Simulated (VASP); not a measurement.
Method: HSE06 screened hybrid, VASP's PBE PAW potentials (set 64) (plane waves; VASP 6.6.1).

VASP ran on this input.

**POSCAR**
```
PSi63
1
   10.9370747000     0.0000000000     0.0000000000
    0.0000000000    10.9370747000     0.0000000000
    0.0000000000     0.0000000000    10.9370747000
Si P
63 1
Direct
  0.4999721081   0.9998027718   0.9997128663
  0.6255443124   0.1255764570   0.1257646192
  0.7499901836   0.2499936031   0.0004133372
  0.8740796844   0.3744810909   0.1258684373
  0.7498427050   0.0000906887   0.2500924906
  0.8737657516   0.1257747343   0.3744958147
  0.0000084533   0.0000854548   0.0000203583
  0.1251485832   0.1251438724   0.1251714734
  0.2499194430   0.2498911307   0.9993876177
  0.3745573297   0.3744681552   0.1245822205
  0.5000003741   0.5002141221   0.9998515925
  0.6253574268   0.6252505142   0.1252254717
  0.7499061225   0.7498751250   0.9998346958
  0.8748054061   0.8747998646   0.1251760584
  0.2498249066   0.9992595483   0.2498175389
  0.3744408669   0.1244428857   0.3744630760
  0.4987017735   0.2498990487   0.2500793474
  0.6253940320   0.3735929315   0.3739940927
  0.7492815117   0.5005359058   0.2505786400
  0.8746958981   0.6251869116   0.3745227715
  0.5000191445   0.9996526340   0.5000140823
  0.6255217990   0.1246287385   0.6254391416
  0.7493906606   0.2503435102   0.5009716857
  0.8750644140   0.3744820537   0.6252749143
  0.7501461451   0.9993379624   0.7501009189
  0.8748438376   0.1251521796   0.8748446907
  0.9998289511   0.4999641691   0.9996454367
  0.1257125549   0.6255434735   0.1255715410
  0.2501357065   0.7498076143   0.0000023843
  0.3745095534   0.8738653667   0.1256103821
  0.9993939780   0.2498363873   0.2500081602
  0.1246286898   0.3744031672   0.3746503525
  0.2498127663   0.4986207503   0.2498843933
  0.3733152359   0.6257605571   0.3734827888
  0.5006638365   0.7494208862   0.2503706853
  0.6252166363   0.8746462085   0.3746318110
  0.9997877689   0.0001022944   0.4999309612
  0.1259942409   0.1256253281   0.6255226321
  0.2503303516   0.2500606900   0.4987848949
  0.3744264850   0.3735865310   0.6253937054
  0.6258621617   0.6253525831   0.6254731487
  0.7494861507   0.7493471186   0.4990060759
  0.8742684988   0.8737975080   0.6254711665
  0.2501569627   0.0000430552   0.7498876469
  0.3744665862   0.1257782084   0.8738703937
  0.5011422045   0.2502175546   0.7494749452
  0.6253529208   0.3745721204   0.8750300182
  0.7495073337   0.4988105189   0.7493925177
  0.8738366056   0.6254918470   0.8739150147
  0.0001169523   0.7498255749   0.2499789460
  0.1255415872   0.8739595810   0.3744956322
  0.9999288156   0.5001629107   0.5000473163
  0.1252819774   0.6251557123   0.6254717854
  0.2502569946   0.7495319121   0.5008234985
  0.3747467589   0.8745811244   0.6253022091
  0.0004410391   0.2499182114   0.7499285701
  0.1259516783   0.3745054519   0.8738588318
  0.2508762147   0.5004025982   0.7491019328
  0.3746325032   0.6251787592   0.8745333878
  0.4993102403   0.7490408707   0.7491658403
  0.6254303376   0.8736684871   0.8740060368
  0.9998611244   0.7497962769   0.7500169059
  0.1251903980   0.8747907307   0.8748344832
  0.4996303249   0.4998879659   0.4993406140
```

INCAR:
```
SYSTEM = PSi63
PREC = Normal
ENCUT = 400
EDIFF = 1E-5
NELM = 50
ALGO = Normal
LREAL = Auto
LASPH = .TRUE.
ISMEAR = 0
SIGMA = 0.05
GGA = PE
LWAVE = .FALSE.
LCHARG = .FALSE.
NELMIN = 4
ISYM = 0
ISPIN = 2
NUPDOWN = 1
MAGMOM = 64*0.0156
LORBIT = 10
HFSCREEN = 0.2
AEXX = 0.25
LHFCALC = .TRUE.
PRECFOCK = Fast
ISIF = 0
```

File KPOINTS:
```
Regular mesh
0
G
 1 1 1
0 0 0
```

POTCAR, in this order: Si P (PBE.64 set). Program: vasp_gam. Read from the step before: WAVECAR.

What VASP printed:

**OUTCAR**
```
 ion  position               nearest neighbor table
   1  0.500  1.000  1.000-  30 2.38  61 2.38  45 2.38   2 2.38
   2  0.626  0.126  0.126-   5 2.36   3 2.36  17 2.37   1 2.38
   3  0.750  0.250  0.000-   4 2.36   2 2.36  47 2.37  26 2.37
   4  0.874  0.374  0.126-   3 2.36  31 2.36  19 2.37  27 2.38
   5  0.750  0.000  0.250-   6 2.36   2 2.36  36 2.37  14 2.37
   6  0.874  0.126  0.374-   5 2.36  31 2.36  23 2.37  37 2.38
   7  0.000  0.000  0.000-   8 2.37  26 2.37  14 2.37  63 2.37
   8  0.125  0.125  0.125-  15 2.37  31 2.37   9 2.37   7 2.37
   9  0.250  0.250  0.999-  57 2.36  45 2.36  10 2.36   8 2.37
  10  0.375  0.374  0.125-  33 2.36  17 2.36   9 2.36  11 2.37
  11  0.500  0.500  1.000-  59 2.37  12 2.37  47 2.37  10 2.37
  12  0.625  0.625  0.125-  19 2.36  35 2.36  13 2.37  11 2.37
  13  0.750  0.750  1.000-  61 2.36  49 2.36  12 2.37  14 2.37
  14  0.875  0.875  0.125-  50 2.37  13 2.37   5 2.37   7 2.37
  15  0.250  0.999  0.250-  51 2.36  30 2.36  16 2.36   8 2.37
  16  0.374  0.124  0.374-  39 2.36  17 2.36  15 2.36  21 2.37
  17  0.499  0.250  0.250-  16 2.36  10 2.36  18 2.36   2 2.37
  18  0.625  0.374  0.374-  23 2.36  19 2.36  17 2.36  64 2.38
  19  0.749  0.501  0.251-  12 2.36  20 2.36  18 2.36   4 2.37
  20  0.875  0.625  0.375-  42 2.36  19 2.36  50 2.37  52 2.37
  21  0.500  1.000  0.500-  36 2.37  55 2.37  22 2.37  16 2.37
  22  0.626  0.125  0.625-  46 2.36  23 2.36  25 2.37  21 2.37
  23  0.749  0.250  0.501-  22 2.36  24 2.36  18 2.36   6 2.37
  24  0.875  0.374  0.625-  48 2.36  23 2.36  56 2.37  52 2.37
  25  0.750  0.999  0.750-  61 2.36  43 2.36  22 2.37  26 2.37
  26  0.875  0.125  0.875-  25 2.37   3 2.37  56 2.37   7 2.37
  27  1.000  0.500  1.000-  49 2.38  57 2.38  28 2.38   4 2.38
  28  0.126  0.626  0.126-  29 2.36  50 2.36  33 2.37  27 2.38
  29  0.250  0.750  0.000-  30 2.36  28 2.36  59 2.37  63 2.37
  30  0.375  0.874  0.126-  29 2.36  15 2.36  35 2.37   1 2.38
  31  0.999  0.250  0.250-   4 2.36   6 2.36  32 2.36   8 2.37
  32  0.125  0.374  0.375-  33 2.36  39 2.36  31 2.36  52 2.37
  33  0.250  0.499  0.250-  32 2.36  10 2.36  34 2.36  28 2.37
  34  0.373  0.626  0.373-  35 2.36  54 2.36  33 2.36  64 2.39
  35  0.501  0.749  0.250-  12 2.36  36 2.36  34 2.36  30 2.37
  36  0.625  0.875  0.375-  42 2.36  35 2.36   5 2.37  21 2.37
  37  1.000  0.000  0.500-   6 2.38  38 2.38  51 2.38  43 2.38
  38  0.126  0.126  0.626-  44 2.36  56 2.36  39 2.37  37 2.38
  39  0.250  0.250  0.499-  16 2.36  32 2.36  40 2.36  38 2.37
  40  0.374  0.374  0.625-  58 2.36  46 2.36  39 2.36  64 2.38
  41  0.626  0.625  0.625-  60 2.36  42 2.36  48 2.36  64 2.39
  42  0.749  0.749  0.499-  20 2.36  36 2.36  41 2.36  43 2.37
  43  0.874  0.874  0.625-  62 2.36  25 2.36  42 2.37  37 2.38
  44  0.250  0.000  0.750-  45 2.36  38 2.36  55 2.37  63 2.37
  45  0.374  0.126  0.874-  44 2.36   9 2.36  46 2.37   1 2.38
  46  0.501  0.250  0.749-  22 2.36  47 2.36  40 2.36  45 2.37
  47  0.625  0.375  0.875-  48 2.36  46 2.36   3 2.37  11 2.37
  48  0.750  0.499  0.749-  24 2.36  47 2.36  41 2.36  49 2.37
  49  0.874  0.625  0.874-  62 2.36  13 2.36  48 2.37  27 2.38
  50  0.000  0.750  0.250-  51 2.36  28 2.36  20 2.37  14 2.37
  51  0.126  0.874  0.374-  50 2.36  15 2.36  54 2.37  37 2.38
  52  1.000  0.500  0.500-  53 2.37  24 2.37  20 2.37  32 2.37
  53  0.125  0.625  0.625-  58 2.36  54 2.36  62 2.37  52 2.37
  54  0.250  0.750  0.501-  53 2.36  55 2.36  34 2.36  51 2.37
  55  0.375  0.875  0.625-  60 2.36  54 2.36  44 2.37  21 2.37
  56  0.000  0.250  0.750-  57 2.36  38 2.36  24 2.37  26 2.37
  57  0.126  0.375  0.874-  56 2.36   9 2.36  58 2.37  27 2.38
  58  0.251  0.500  0.749-  59 2.36  53 2.36  40 2.36  57 2.37
  59  0.375  0.625  0.875-  60 2.36  58 2.36  29 2.37  11 2.37
  60  0.499  0.749  0.749-  59 2.36  41 2.36  55 2.36  61 2.37
  61  0.625  0.874  0.874-  13 2.36  25 2.36  60 2.37   1 2.38
  62  1.000  0.750  0.750-  43 2.36  49 2.36  53 2.37  63 2.37
  63  0.125  0.875  0.875-  29 2.37  62 2.37  44 2.37   7 2.37
  64  0.500  0.500  0.499-  18 2.38  40 2.38  41 2.39  34 2.39
 Subroutine IBZKPT returns following result:
 Found      1 irreducible k-points:

 Following reciprocal coordinates:
            Coordinates               Weight
  0.000000  0.000000  0.000000      1.000000
 Subroutine IBZKPT_HF returns following result:
   k-points           NKPTS =      1   k-points in BZ     NKDIM =      1   number of bands    NBANDS=    161
   number of dos      NEDOS =    301   number of ions     NIONS =     64
   total plane-waves  NPLWV = 157464
...
```

OSZICAR:
```
       N       E                     dE             d eps       ncg     rms          rms(c)
DAV:   1    -0.396851205563E+03   -0.39685E+03   -0.12716E+01   644   0.806E+00    0.194E+01
DAV:   2    -0.396948963014E+03   -0.97757E-01   -0.30048E-01   728   0.119E+00    0.126E+01
DAV:   3    -0.396935989733E+03    0.12973E-01   -0.12249E-02   710   0.215E-01    0.750E+00
DAV:   4    -0.396929913567E+03    0.60762E-02   -0.21681E-03   686   0.938E-02    0.434E+00
DAV:   5    -0.396927767956E+03    0.21456E-02   -0.58020E-04   686   0.503E-02    0.248E+00
DAV:   6    -0.396927021896E+03    0.74606E-03   -0.20990E-04   686   0.307E-02    0.142E+00
DAV:   7    -0.396926779400E+03    0.24250E-03   -0.85213E-05   678   0.191E-02    0.803E-01
DAV:   8    -0.396926702229E+03    0.77170E-04   -0.28662E-05   430   0.112E-02    0.459E-01
DAV:   9    -0.396926681445E+03    0.20785E-04   -0.11684E-05   374   0.744E-03    0.260E-01
DAV:  10    -0.396926677342E+03    0.41033E-05   -0.42384E-06   358   0.452E-03
   1 F= -.39692668E+03 E0= -.39692668E+03  d E =-.209707E-11  mag=     1.0000
```

**OUTCAR**
```
------------------------ aborting loop because EDIFF is reached ----------------------------------------
  volume of cell :     1308.29
      direct lattice vectors                 reciprocal lattice vectors
    10.937074700  0.000000000  0.000000000     0.091432127  0.000000000  0.000000000
     0.000000000 10.937074700  0.000000000     0.000000000  0.091432127  0.000000000
     0.000000000  0.000000000 10.937074700     0.000000000  0.000000000  0.091432127
 POSITION                                       TOTAL-FORCE (eV/Angst)
 -----------------------------------------------------------------------------------
      5.46823     10.93492     10.93393         0.002039     -0.003016     -0.001809
      6.84162      1.37344      1.37550        -0.013163      0.004743     -0.000561
      8.20270      2.73420      0.00452        -0.001235     -0.011281     -0.012522
      9.55987      4.09573      1.37663        -0.001265      0.001245     -0.001696
      8.20109      0.00099      2.73528         0.000404     -0.006036     -0.010097
      9.55644      1.37561      4.09589         0.004198      0.008946      0.001606
      0.00009      0.00093      0.00022        -0.001258     -0.014640     -0.001575
      1.36876      1.36871      1.36901         0.000752      0.000979     -0.000444
      2.73339      2.73308     10.93038        -0.001379     -0.004579      0.010312
      4.09656      4.09559      1.36257         0.002586      0.006447      0.011178
      5.46854      5.47088     10.93545        -0.001669     -0.015145      0.001870
      6.83958      6.83841      1.36960        -0.006784     -0.002032     -0.005378
      8.20178      8.20144     10.93527         0.006010     -0.000840     -0.007397
      9.56781      9.56775      1.36906         0.002941      0.004737     -0.005225
      2.73235     10.92898      2.73227         0.000207      0.004496      0.000646
      4.09529      1.36104      4.09553         0.009517      0.002654      0.004145
      5.45434      2.73316      2.73514        -0.000126      0.007473      0.011596
      6.83998      4.08601      4.09040        -0.015226      0.027452      0.020099
      8.19495      5.47440      2.74060         0.005218      0.008688     -0.007887
      9.56661      6.83772      4.09618         0.006546     -0.005521      0.001939
      5.46875     10.93328      5.46869        -0.003315      0.005783     -0.001148
      6.84138      1.36307      6.84047        -0.005427     -0.000177     -0.004412
      8.19614      2.73803      5.47916        -0.004478     -0.002991      0.010746
      9.57064      4.09574      6.83868        -0.004690      0.004258     -0.000254
      8.20440     10.92983      8.20391        -0.001764      0.000998     -0.003272
      9.56823      1.36880      9.56824        -0.000630     -0.000174     -0.001768
     10.93520      5.46815     10.93320         0.001489      0.007548      0.003011
      1.37493      6.84162      1.37339        -0.001270     -0.014319     -0.001959
      2.73575      8.20070      0.00003        -0.015469      0.000934      0.006349
      4.09604      9.55753      1.37381         0.000275      0.009024      0.006732
     10.93045      2.73248      2.73436         0.011502     -0.003807     -0.002820
      1.36307      4.09488      4.09758         0.010537      0.009500     -0.001595
      2.73222      5.45345      2.73300         0.017048     -0.000988      0.013994
      4.08298      6.84399      4.08481         0.040767     -0.027465      0.033977
      5.47580      8.19647      2.73832         0.008422     -0.005017     -0.002674
      6.83804      9.56607      4.09738         0.001587      0.002532     -0.001283
     10.93475      0.00112      5.46778         0.000984     -0.014562      0.005011
      1.37801      1.37397      6.84139        -0.007081      0.008995     -0.011452
      2.73788      2.73493      5.45525         0.006227      0.005355     -0.003264
      4.09513      4.08594      6.83998         0.015297      0.029100     -0.023083
      6.84510      6.83953      6.84085        -0.023845     -0.021354     -0.025288
      8.19719      8.19567      5.45767         0.004157      0.000955     -0.006881
      9.56194      9.55679      6.84082        -0.011052      0.009108     -0.006340
      2.73599      0.00047      8.20158        -0.008846     -0.003690      0.000387
      4.09557      1.37565      9.55759         0.008743      0.000451      0.004026
      5.48103      2.73665      8.19706         0.005863      0.001733     -0.002170
      6.83953      4.09672      9.57027        -0.001397     -0.001030     -0.005615
      8.19742      5.45553      8.19616        -0.002404     -0.009724      0.000701
      9.55722      6.84105      9.55807         0.006016     -0.005752      0.000645
      0.00128      8.20090      2.73404         0.002809     -0.002189     -0.008914
      1.37306      9.55856      4.09589         0.009793      0.006456      0.001097
     10.93630      5.47032      5.46905        -0.001204     -0.010727     -0.003731
      1.37022      6.83737      6.84083        -0.004230      0.000924     -0.009201
      2.73708      8.19769      5.47754        -0.000814     -0.010076      0.001372
      4.09863      9.56536      6.83898        -0.003387      0.005069     -0.003727
      0.00482      2.73337      8.20202        -0.009490     -0.010820     -0.002606
      1.37754      4.09599      9.55746        -0.001261     -0.002967      0.002805
      2.74385      5.47294      8.19298        -0.013700      0.017258      0.007802
      4.09738      6.83763      9.56484         0.003018     -0.004156      0.004294
      5.46099      8.19232      8.19368        -0.018951      0.007794      0.009824
      6.84038      9.55538      9.55907         0.000398      0.007460     -0.004579
     10.93556      8.20058      8.20299        -0.006750      0.001389      0.001538
      1.36922      9.56765      9.56813        -0.004181      0.004597      0.003234
      5.46449      5.46731      5.46133         0.002392     -0.010001      0.011692
 -----------------------------------------------------------------------------------
    total drift:                               -0.004110      0.032773     -0.014623
  FREE ENERGIE OF THE ION-ELECTRON SYSTEM (eV)
  ---------------------------------------------------
  free  energy   TOTEN  =      -396.9266773416 eV

  energy  without entropy=     -396.9266773416  energy(sigma->0) =     -396.92667734

  exchange ACFDT corr.  =         0.00000000  see jH, gK, PRB 81, 115126

 total charge

# of ion       s       p       d       tot
------------------------------------------
    1        0.759   0.948   0.000   1.707
    2        0.747   0.960   0.000   1.707
    3        0.748   0.965   0.000   1.712
    4        0.747   0.960   0.000   1.707
    5        0.748   0.965   0.000   1.713
    6        0.747   0.961   0.000   1.708
    7        0.749   0.962   0.000   1.711
    8        0.747   0.963   0.000   1.710
    9        0.748   0.965   0.000   1.713
   10        0.747   0.965   0.000   1.712
   11        0.750   0.961   0.000   1.711
   12        0.747   0.966   0.000   1.713
   13        0.748   0.965   0.000   1.712
   14        0.747   0.963   0.000   1.710
   15        0.748   0.964   0.000   1.712
   16        0.747   0.966   0.000   1.713
   17        0.747   0.964   0.000   1.711
   18        0.750   0.925   0.000   1.675
   19        0.747   0.965   0.000   1.712
   20        0.747   0.966   0.000   1.713
   21        0.750   0.961   0.000   1.711
   22        0.747   0.966   0.000   1.713
   23        0.747   0.964   0.000   1.712
   24        0.747   0.966   0.000   1.713
...
```
(Selected blocks of OUTCAR.)

OUTCAR:
```
 val. band max:        6.1303062862   @ k =   0.0000   0.0000   0.0000

 cond. band min:       6.5132759670   @ k =   0.0000   0.0000   0.0000


 Fermi energy:         6.3721717791

 spin component 1

 k-point     1 :       0.0000    0.0000    0.0000
  band No.  band energies     occupation
      1      -8.3444      1.00000
      2      -7.5574      1.00000
      3      -6.7139      1.00000
      4      -6.7129      1.00000
      5      -6.7114      1.00000
      6      -6.6409      1.00000
      7      -6.6406      1.00000
      8      -6.2399      1.00000
      9      -5.7039      1.00000
     10      -5.7027      1.00000
     11      -5.7018      1.00000
     12      -5.6459      1.00000
     13      -5.6440      1.00000
     14      -5.6416      1.00000
     15      -5.6231      1.00000
     16      -5.6224      1.00000
     17      -5.6219      1.00000
     18      -5.5591      1.00000
     19      -5.5587      1.00000
     20      -5.3304      1.00000
     21      -5.3295      1.00000
     22      -5.3288      1.00000
     23      -5.3166      1.00000
     24      -4.0174      1.00000
     25      -3.3967      1.00000
     26      -3.3962      1.00000
     27      -3.3959      1.00000
     28      -3.3341      1.00000
     29      -3.3338      1.00000
     30      -3.1928      1.00000
     31      -3.1772      1.00000
     32      -3.1765      1.00000
     33      -3.1761      1.00000
     34      -3.1604      1.00000
     35      -3.1592      1.00000
     36      -3.1578      1.00000
     37      -3.1218      1.00000
     38      -3.1204      1.00000
     39      -3.1199      1.00000
     40      -3.1079      1.00000
     41      -3.1075      1.00000
     42      -2.4352      1.00000
     43      -2.3570      1.00000
     44      -2.3566      1.00000
     45      -2.3559      1.00000
     46      -1.0958      1.00000
     47      -0.8462      1.00000
     48      -0.8458      1.00000
     49      -0.8445      1.00000
...
```

The supercell is sampled at Γ alone, which is coarse: total energies, pressure and levels can be off, energies of defects by several tenths of an eV.

The cell is a supercell with a defect, built from Si (diamond): P_Si. The cell's shape comes from a PBE relaxation.
